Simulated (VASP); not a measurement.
Energy against volume of SrCl2 (fluorite). Level of theory: r2SCAN meta-GGA, VASP's PBE PAW potentials (set 64) (plane waves; VASP). Settings: 520 eV cut-off, 6×6×6 Γ-centred mesh, Gaussian smearing of 0.050 eV, potentials Sr_sv Cl.

```csv
V (Å³/atom),E (eV/atom)
26.845,-11.88480
27.702,-11.89550
28.558,-11.89903
29.415,-11.89647
```

Question: Fit these four points and predict the energy of the run at 30.272 Å³/atom.

Answer: A cubic in V^(−2/3), the third-order Birch-Murnaghan form, passes through the four points with V0 = 28.60 Å³/atom and B0 = 38 GPa, and gives -11.8887 eV/atom there. The run gave -11.8887 eV/atom, -0.0 meV/atom from the fit; all five points give B0 = 38 GPa.

The compound is SrCl2 in the fluorite structure. It was relaxed first.
